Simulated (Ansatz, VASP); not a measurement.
## SnOs: VASP beside Ansatz

Wanted: the spread between two codes on one cell, functional and k mesh. The cell is generated by rule, not measured, and may not be a known phase. The cell is taken from a series of runs on this material, whose earlier steps may have relaxed, scaled, displaced or heated it; both programs get it as it stands.

Main program and level: Ansatz 0.2.0; plane waves, with VASP 6.6.1 beside it; relaxation of cell and atoms at PBE and zone-centre phonons at PBE.

The structure was built from a prototype and need not be the compound's stable phase.

### 1. Set-up

It takes space group Pm-3m (No. 221, cubic). The conventional cell has a = 3.254 Å, b = 3.254 Å, c = 3.254 Å, α = 90.00°, β = 90.00°, γ = 90.00°. Nearest to Sn lie 8 Os at 2.82 Å. Nearest to Os lie 8 Sn at 2.82 Å. Farther neighbours are not listed.

### 2. VASP: relaxation of cell and atoms, PBE

The relaxed volume is the usual yardstick between codes: in a stiff, nearly cubic crystal its relative difference is about their pressure difference at one cell divided by the bulk modulus.

Lines of VASP's logs that name or quote its potential files are left out, and so is its time.

Contents of INCAR:

```
SYSTEM = SnOs
PREC = Accurate
ENCUT = 600
EDIFF = 1E-07
NELM = 120
ISMEAR = 1
SIGMA = 0.15
LREAL = .FALSE.
ALGO = Normal
GGA = PE
NBANDS = 17
LASPH = .TRUE.
LORBIT = 11
LWAVE = .FALSE.
LCHARG = .FALSE.
ISIF = 3
IBRION = 2
NSW = 80
EDIFFG = -0.005
GGA_COMPAT = .FALSE.
NELMIN = 4
KPAR = 2
```

Contents of POSCAR:

```
SnOs
1.0
    3.2540940000      0.0000000000      0.0000000000
    0.0000000000      3.2540940000      0.0000000000
    0.0000000000      0.0000000000      3.2540940000
Sn Os
1 1
Direct
    0.5000000000      0.5000000000      0.5000000000
    0.0000000000      0.0000000000      0.0000000000
```

Contents of KPOINTS:

```
Automatic mesh
0
Gamma
12 12 12
0 0 0
```

The projector-augmented-wave data sets are Sn_d and Os (PBE family, release 64).

Command:

```sh
mpirun -np 2 vasp_std
```

Numbers of over 12 decimals in the logs are rounded to 6 here.

What it wrote:

```text
[banner, memory and clock lines left out]
running    2 mpi-ranks, on    1 nodes
 distrk:  each k-point on    1 cores,    2 groups
 distr:  one band on    1 cores,    1 groups

 POSCAR found type information on POSCAR SnOs
 POSCAR found :  2 types and       2 ions
 LDA part: xc-table for (Slater+PW92), standard interpolation
 POSCAR, INCAR and KPOINTS ok, starting setup
 FFT: planning ... GRIDC
 FFT: planning ... GRID_SOFT
 FFT: planning ... GRID
 WAVECAR not read
 entering main loop
       N       E                     dE             d eps       ncg     rms          rms(c)
DAV:   1     0.166675212829E+03    0.16668E+03   -0.12525E+04  2914   0.214E+03
DAV:   2    -0.180949210794E-01   -0.16669E+03   -0.16179E+03  2913   0.454E+02
DAV:   3    -0.143288950698E+02   -0.14311E+02   -0.14100E+02  3292   0.117E+02
DAV:   4    -0.146881147988E+02   -0.35922E+00   -0.35849E+00  3348   0.186E+01
DAV:   5    -0.146943893786E+02   -0.62746E-02   -0.62734E-02  3659   0.258E+00    0.110E+01
DAV:   6    -0.143195353851E+02    0.37485E+00   -0.14296E+00  3971   0.769E+00    0.398E+00
DAV:   7    -0.142579879194E+02    0.61547E-01   -0.12408E-01  3621   0.514E+00    0.279E+00
DAV:   8    -0.142401015701E+02    0.17886E-01   -0.39517E-02  3766   0.214E+00    0.144E-01
DAV:   9    -0.142393670101E+02    0.73456E-03   -0.32025E-03  3610   0.101E+00    0.718E-02
DAV:  10    -0.142393406860E+02    0.26324E-04   -0.15253E-04  3141   0.132E-01    0.161E-02
DAV:  11    -0.142393455513E+02   -0.48653E-05   -0.86949E-06  3323   0.320E-02    0.141E-02
DAV:  12    -0.142393447615E+02    0.78987E-06   -0.11585E-06  3903   0.768E-03    0.401E-03
DAV:  13    -0.142393445209E+02    0.24053E-06   -0.52212E-08  1617   0.205E-03    0.364E-04
DAV:  14    -0.142393444854E+02    0.35551E-07   -0.46564E-09  1531   0.779E-04
   1 F= -.14239344E+02 E0= -.14239601E+02  d E =-.142393E+02
 curvature:   0.00 expect dE= 0.000E+00 dE for cont linesearch  0.000E+00
 trial: gam= 0.00000 g(F)=  0.000E+00 g(S)=  0.123E-04 ort = 0.000E+00 (trialstep = 0.100E+01)
 search vector abs. value=  0.123E-04
 bond charge predicted
       N       E                     dE             d eps       ncg     rms          rms(c)
DAV:   1    -0.142395003141E+02   -0.15579E-03   -0.33085E-03  3600   0.950E-01    0.866E-02
DAV:   2    -0.142393666763E+02    0.13364E-03   -0.29096E-04  3621   0.241E-01    0.290E-02
DAV:   3    -0.142393417427E+02    0.24934E-04   -0.44126E-05  3668   0.129E-01    0.141E-02
DAV:   4    -0.142393367449E+02    0.49978E-05   -0.88214E-06  4208   0.457E-02    0.292E-03
DAV:   5    -0.142393356789E+02    0.10660E-05   -0.48039E-07  3251   0.738E-03    0.131E-03
DAV:   6    -0.142393352139E+02    0.46500E-06   -0.46195E-08  1569   0.210E-03    0.417E-04
DAV:   7    -0.142393350097E+02    0.20417E-06   -0.25623E-08  1454   0.158E-03    0.466E-04
DAV:   8    -0.142393350153E+02   -0.56511E-08   -0.36186E-09  1452   0.734E-04
   2 F= -.14239335E+02 E0= -.14239591E+02  d E =0.947007E-05
 trial-energy change:    0.000009  1 .order    0.000007   -0.000012    0.000026
 step:   0.2449(harm=  0.3215)  dis= 0.00000  next Energy=   -14.239346 (dE=-0.147E-05)
 bond charge predicted
       N       E                     dE             d eps       ncg     rms          rms(c)
DAV:   1    -0.142394367061E+02   -0.10170E-03   -0.18839E-03  3597   0.716E-01    0.655E-02
DAV:   2    -0.142393599061E+02    0.76800E-04   -0.16581E-04  3617   0.182E-01    0.219E-02
DAV:   3    -0.142393461101E+02    0.13796E-04   -0.25153E-05  3650   0.976E-02    0.106E-02
DAV:   4    -0.142393449599E+02    0.11503E-05   -0.50032E-06  4200   0.344E-02    0.221E-03
DAV:   5    -0.142393452964E+02   -0.33649E-06   -0.26859E-07  2870   0.556E-03    0.960E-04
DAV:   6    -0.142393455386E+02   -0.24220E-06   -0.30218E-08  1466   0.169E-03    0.343E-04
DAV:   7    -0.142393456876E+02   -0.14909E-06   -0.17334E-08  1441   0.147E-03    0.277E-04
DAV:   8    -0.142393456719E+02    0.15763E-07   -0.29218E-09  1439   0.686E-04
   3 F= -.14239346E+02 E0= -.14239602E+02  d E =-.118648E-05
 curvature:  -0.16 expect dE=-0.970E-07 dE for cont linesearch -0.970E-07
 trial: gam=-0.17325 g(F)=  0.354E-66 g(S)=  0.611E-06 ort = 0.274E-05 (trialstep = 0.849E+00)
 search vector abs. value=  0.305E-07
 reached required accuracy - stopping structural energy minimisation
```

From OUTCAR (step 2):

```text
ion  position               nearest neighbor table
   1  0.500  0.500  0.500-   2 2.82   2 2.82   2 2.82   2 2.82   2 2.82   2 2.82   2 2.82   2 2.82

  LATTYP: Found a simple cubic cell.
 ALAT       =     3.2540940000

 Subroutine GETGRP returns: Found 48 space group operations
 (whereof 48 operations were pure point group operations)

The static configuration has the point symmetry O_h .

 Found     84 irreducible k-points:

   k-points           NKPTS =     84   k-points in BZ     NKDIM =     84   number of bands    NBANDS=     17

   dimension x,y,z NGX =    28 NGY =   28 NGZ =   28
   dimension x,y,z NGXF=    56 NGYF=   56 NGZF=   56

   ENCUT  =  600.0 eV  44.10 Ry    6.64 a.u.   6.50  6.50  6.50*2*pi/ulx,y,z

   NELECT =      22.0000    total number of electrons

 k-points in reciprocal lattice and weights: Automatic mesh
   0.00000000  0.00000000  0.00000000       0.001
   0.08333333  0.00000000  0.00000000       0.003
   0.16666667  0.00000000  0.00000000       0.003
   0.25000000  0.00000000  0.00000000       0.003
   0.33333333  0.00000000  0.00000000       0.003
   0.41666667  0.00000000  0.00000000       0.003
   0.50000000  0.00000000  0.00000000       0.002
   0.08333333  0.08333333  0.00000000       0.007
   0.16666667  0.08333333  0.00000000       0.014
[...]
0.50000000  0.50000000  0.41666667       0.003
   0.50000000  0.50000000  0.50000000       0.001

 average (electrostatic) potential at core
       1 -96.5274       2 -41.2853

 E-fermi :  10.6805

 k-point     1 :       0.0000    0.0000    0.0000
  band No.  band energies     occupation
    ...
      7       6.9208      2.00000
      8       6.9208      2.00000
      9      10.0904      2.00000
     10      10.0904      2.00000
     11      10.0904      2.00000
     12      13.0441     -0.00000
     13      13.0441     -0.00000
     14      13.0441     -0.00000
     15      17.4406      0.00000
     16      21.4803      0.00000
    ...

 k-point     2 :       0.0833    0.0000    0.0000
  band No.  band energies     occupation
    ...
      7       6.8983      2.00000
      8       6.9384      2.00000
      9       9.8165      2.00000
     10       9.8165      2.00000
     11      10.0880      2.00000
     12      12.3930     -0.00000
     13      13.4431     -0.00000
     14      13.4431     -0.00000
     15      18.0234      0.00000
     16      21.1165      0.00000
    ...

 k-point     3 :       0.1667    0.0000    0.0000
  band No.  band energies     occupation
    ...
      7       6.7055      2.00000
      8       6.9876      2.00000
      9       9.2615      2.00000
     10       9.2615      2.00000
     11      10.0813      2.00000
     12      11.3260     -0.00000
     13      14.3767      0.00000
     14      14.3767      0.00000
     15      18.8087      0.00000
     16      20.3376      0.00000
    ...

  Total        0.0029064      0.0029064      0.0029064     -0.0000000      0.0000000     -0.0000000
  in kB        0.1351071      0.1351071      0.1351071     -0.0000000      0.0000000     -0.0000000
  external PRESSURE =       0.1351071 kB  Pullay stress =       0.0000000 kB

  energy-cutoff  :      600.00
  volume of cell :       34.47
      direct lattice vectors                 reciprocal lattice vectors
     3.254344530 -0.000000000  0.000000000     0.307281540  0.000000000  0.000000000
     0.000000000  3.254344530  0.000000000     0.000000000  0.307281540  0.000000000
     0.000000000 -0.000000000  3.254344530    -0.000000000 -0.000000000  0.307281540

 POSITION                                       TOTAL-FORCE (eV/Angst)
 -----------------------------------------------------------------------------------
      1.62717      1.62717      1.62717         0.000000     -0.000000      0.000000
      0.00000      0.00000      0.00000         0.000000      0.000000      0.000000
 -----------------------------------------------------------------------------------
    total drift:                                0.000000      0.000000      0.000000

  FREE ENERGIE OF THE ION-ELECTRON SYSTEM (eV)
  ---------------------------------------------------
  free  energy   TOTEN  =       -14.2393456719 eV

  energy  without entropy=      -14.2401149901  energy(sigma->0) =      -14.23960211

 reached required accuracy - stopping structural energy minimisation

 total charge
# of ion       s       p       d       tot
------------------------------------------
    1        1.077   1.213  10.140  12.429
    2        0.497   0.456   6.185   7.138
--------------------------------------------------
tot          1.574   1.669  16.325  19.568

[... 3 further parts left out ...]
```

CONTCAR:

```
SnOs
   1.00000000000000
     3.2543445296678550   -0.0000000000000000    0.0000000000000000
     0.0000000000000000    3.2543445296678550    0.0000000000000000
     0.0000000000000000   -0.0000000000000000    3.2543445296678550
  Sn              Os
     1     1
Direct
     0.5000000000000000    0.5000000000000000    0.5000000000000000
     0.0000000000000000    0.0000000000000000    0.0000000000000000
```

### 3. Ansatz: relaxation of cell and atoms, PBE

Ansatz runs on its NC files.

The same cell, functional, mesh and smearing now go to Ansatz, which takes its cutoff from its data sets.

Contents of input.yaml:

```yaml
crystal:
  lattice:
    - [3.2540939977, 0.0, 0.0]
    - [0.0, 3.2540939977, 0.0]
    - [0.0, 0.0, 3.2540939977]
  atoms:
    - { symbol: Sn, position: [0.5, 0.5, 0.5] }
    - { symbol: Os, position: [0.0, 0.0, 0.0] }
kpoints:
  mp_grid: { grid: [12, 12, 12] }
hamiltonian:
  xc: pbe
  pseudopotentials: { kind: nc }
scf:
  occupations: { method: methfessel_paxton, width: 0.15 }
output:
  forces: true
  stress: true
  eigenvalues: true
relax:
  adjacent_minimum: "off"
  f_tol: 0.001
  max_steps: 60
  cell: { stress_tol: 0.01 }
```

Command:

```sh
ansatz run input.yaml --threads 4 --pin off --max-ram 7168MiB --backend cpu --events-out ev --progress --plain --runs-dir out
```

What it wrote:

```text
Engine: ansatz 0.2.0, aarch64-unknown-linux-gnu
Pseudopotentials: kind: nc
Pseudopotential: Sn, nc, valence charge 14, recommended cutoff 979.609905 eV (normal), Sn.nc.azcp
Pseudopotential: Os, nc, valence charge 16, recommended cutoff 1006.821291 eV (normal), Os.nc.azcp
Functional definition: PBE
  parameter kappa = 0.804
  parameter beta = 0.066725
  exchange = pbe_x(kappa = kappa, mu = beta*pi^2/3)
  correlation = pbe_c(beta = beta)
Crystal: 2 atoms, lattice volume = 34.458 Å³
Basis set: ecut = 1006.821291 eV, 2517 PW (Γ), exchange–correlation on 72×72×72 points (8 copies of the dense FFT grid, shifted against one another)
Bands: 19, of which v1, the nominal top of the filled ones, is band 15 counted from 1 (14 counted from 0)
Symmetry: 48 space group operations
Space group: Pm-3m (ITA 221), of the structure as read, at distance tolerance 3.3e-5 Å
k-points: 84 of 1728
Non-local potential: Sn, projectors of the file, l = 0: 3, l = 1: 3, l = 2: 2, l = 3: 2
Non-local potential: Os, projectors of the file, l = 0: 2, l = 1: 2, l = 2: 2, l = 3: 2
Initial density: superposition of atomic densities (chi_scale 0.1, normalization cell, long waves kept (reshape's long-wave potential 0.00 eV rms))
Initial wavefunctions: pseudopotential atomic-orbital guess
Functional: x = pbe(κ = 0.804, μ = 0.219515), c = pbe(β = 0.066725)
SCF iter   1: F=—  HF=-4958.367541 eV  |F-HF|=—  |Δ(HF+E_count)|=         —  Δρ=3.90e-2  dr2=2.99e-1  ethr=3.10e-3  ⟨swp⟩=7.5  Hψ=9484  notcnv=0
preconditioner: auto → none  [metal: Δε(μ)=0.044 eV  Ē_g=15.673 eV  σ=0.150 eV  W_gap=0.24  n_scr=6 (ndim 8)  ℏωp=29.7 eV  f_vac=0.000  D(μ)=0.38/eV (n_scr^D=0)  sad-step TF]
SCF iter   2: F=—  HF=-4958.309185 eV  |F-HF|=—  |Δ(HF+E_count)|=   5.84e-2  S|Δr|=    0.00e0  Δρ=2.31e-2  dr2=1.24e-1  ethr=9.96e-4  ⟨swp⟩=3.3  Hψ=3523  notcnv=0
SCF iter   3: F=—  HF=-4958.278046 eV  |F-HF|=—  |Δ(HF+E_count)|=   3.11e-2  S|Δr|=    0.00e0  Δρ=7.66e-3  dr2=3.34e-2  ethr=4.13e-4  ⟨swp⟩=4.2  Hψ=4224  notcnv=0
SCF iter   4: F=—  HF=-4958.271240 eV  |F-HF|=—  |Δ(HF+E_count)|=   6.81e-3  S|Δr|=    0.00e0  Δρ=2.52e-3  dr2=1.25e-3  ethr=1.11e-4  ⟨swp⟩=3.3  Hψ=3403  notcnv=0
SCF iter   5: F=—  HF=-4958.270981 eV  |F-HF|=—  |Δ(HF+E_count)|=   2.59e-4  S|Δr|=    0.00e0  Δρ=4.92e-4  dr2=2.63e-5  ethr=4.18e-6  ⟨swp⟩=3.7  Hψ=3544  notcnv=0
SCF iter   6: F=—  HF=-4958.270970 eV  |F-HF|=—  |Δ(HF+E_count)|=   1.04e-5  S|Δr|=    0.00e0  Δρ=4.69e-5  dr2=1.93e-7  ethr=8.77e-8  ⟨swp⟩=3.6  Hψ=3644  notcnv=0
SCF iter   7: F=-4958.270970 eV  HF=-4958.270970 eV  |F-HF|=6.41e-9  |Δ(HF+E_count)|=   1.16e-7  S|Δr|=    0.00e0  Δρ=1.13e-5  dr2=1.18e-8  ethr=3.33e-10  ⟨swp⟩=14.3  Hψ=12132  notcnv=0
SCF 1 converged in 7 iterations: F = -4958.270970 eV  dr2 = 1.18e-8
relax step   1: F+E_penalty+E_count = -4958.27097028 eV  Δ(F+E_penalty+E_count) = +0.000e0 eV  max|allowed force component| = 2.561e-27 eV/Å  Δτ_max = 0.0000 Å  P = -0.035 GPa  Ω = 34.458 Å³  (7 SCF iters, dr2 threshold 1.00e-7 eV, accepted)
[...]
relax step   2: F+E_penalty+E_count = -4958.27096867 eV  Δ(F+E_penalty+E_count) = +1.606e-6 eV  max|allowed force component| = 5.029e-29 eV/Å  Δτ_max = 0.0000 Å  P = +0.087 GPa  Ω = 34.436 Å³  energy of the carried Pulay correction = +1.893e-6 eV  (4 SCF iters, dr2 threshold 3.05e-9 eV, rejected (line search))
[...]
relax step   3: F+E_penalty+E_count = -4958.27097149 eV  Δ(F+E_penalty+E_count) = -1.216e-6 eV  max|allowed force component| = 6.574e-28 eV/Å  Δτ_max = 0.0000 Å  P = -0.000 GPa  Ω = 34.452 Å³  energy of the carried Pulay correction = +5.421e-7 eV  (6 SCF iters, accepted)
[...]
relax step   4: F+E_penalty+E_count = -4958.27097073 eV  Δ(F+E_penalty+E_count) = +7.613e-7 eV  max|allowed force component| = 4.555e-28 eV/Å  Δτ_max = 0.0000 Å  P = -0.000 GPa  Ω = 34.452 Å³  stress off target by 5.33e-6 GPa  SCF on the basis re-selected at this cell (its energy is not comparable with the rows above)  (5 SCF iters)
basis re-selected at this cell: Δ(F+E_penalty+E_count) = +7.613e-7 eV, ΔP = +0.000 GPa vs the last step (what re-selecting the basis moved, of the pressure what is left beyond the Pulay correction that the steps carried, after the strain that the cell walked since its last selection, with what the two solves' SCF thresholds leave and, on support functions, any second-order correction that the steps lacked; it is no m [...]
SCF converged after 5 iterations
Stability not checked: this state was not tested for a lower state beside it, because cold or Methfessel-Paxton smearing, or corrected tetrahedra, fill the levels in a way that the test cannot read (fill_not_monotonic; see scf.lower_state_search)
Free energy (F): -4958.270971 eV
Harris-Foulkes:  -4958.270971 eV  (|F-HF|=9.09e-13)
Internal energy: -4958.271668 eV  (E = F + TS)
E sigma→0 (E₀):  -4958.271145 eV
Entropy (-TS):   0.000697 eV (0.349 meV/atom)
Fermi energy:    19.856115 eV
--- Per-component energies (eV) ---
  E_band       = -111.690000
  E_kinetic    = 2127.920837
  E_local      = -1978.432322  (includes V_loc(G=0)·N_el)
  E_nonlocal   = -992.142607
  E_hartree    = 738.743677
  E_xc         = -1221.755695
  E_vxc        = -746.523269  (∫ρ·V_xc dr)
  E_ewald      = -3632.605557
  E_smearing   = 0.000697  (= −TS)
  E_closure    = 0.000000  (closes the sum)
  Σ components = -4958.270971   (vs F -4958.270971, Δ=0.00e0)
--- Forces (eV/Å), atoms counted from 1 ---
  atom   1  Sn     0.00000000    -0.00000000     0.00000000
  atom   2  Os    -0.00000000     0.00000000     0.00000000
  max |Σ_I F_I| component: 9.07e-28 eV/Å
--- Stress (GPa, compression-positive) ---
       -0.000005       0.000000       0.000000
       -0.000000      -0.000005       0.000000
        0.000000       0.000000      -0.000005
  P = ⅓ Tr σ = -0.0000 GPa (-0.000 kbar)
--- Band table (eV; the first three rows and the last of 84) ---
  k-point 0: bands = [... 11 lower, 16.0965, 19.2836, 19.2836, 19.2836, 22.2022, 22.2022, 22.2022, 26.6345]
  k-point 1: bands = [... 11 lower, 16.1142, 19.0067, 19.0067, 19.2811, 21.5557, 22.6042, 22.6042, 27.2163]
  k-point 2: bands = [... 11 lower, 16.1635, 18.4483, 18.4483, 19.2745, 20.4945, 23.5413, 23.5413, 28.0008]
  k-point 83: bands = [... 11 lower, 14.0825, 16.3581, 20.5382, 20.5382, 22.5075, 22.5075, 22.5075, 23.9485]
--- Relaxed structure (3 steps of the walk, 2 accepted, 1 SCFs on fresh bases) ---
  F+E_penalty+E_count = -4958.27097073 eV   max|allowed force component| = 4.555e-28 eV/Å   (the final SCF, on the basis selected at the relaxed cell)
  cell:  # Å, volume = 34.4518 Å³
    - [3.253900, 0.0, 0.0]
    - [0.0, 3.253900, 0.0]
    - [0.0, 0.0, 3.253900]
  atoms:
    - { symbol: Sn, position: [0.5, 0.5, 0.5] }
    - { symbol: Os, position: [0, 0, 0.0] }
```

The column dr2 measures how far the density is from self-consistency, as an energy; F and HF (Harris–Foulkes) agree once it is small.

### 4. Comparison

Known differences besides the potentials themselves: the data sets hold 30 valence electrons in Ansatz (on its NC files) and 22 in VASP; the cutoff is 1006.82 eV in Ansatz and 600 eV in VASP; Ansatz adds a Pulay correction to the stress that steers its cell, VASP none. Total energies have different zeros and are not compared.

The two programs side by side:

```tsv
quantity	Ansatz	VASP	difference
volume (Å³)	34.45	34.47	-0.04 %
edge a after relaxation, in the typed setting (Å)	3.254	3.254	-0.01 %
```

[end of part 1 of 2]

[Lines on the potential files, build, host, timing and source positions are cut from VASP's logs without a mark.]

[Logs are printed without paths, hosts, clocks, repeated set-up lines and the standing remarks that a program may print on its own settings, such as how far it seeks lower states.]

[Hosts, paths, dates, database ids (printed as entryN), source tags and the programs' standing remarks are cut or masked in the printed files.]
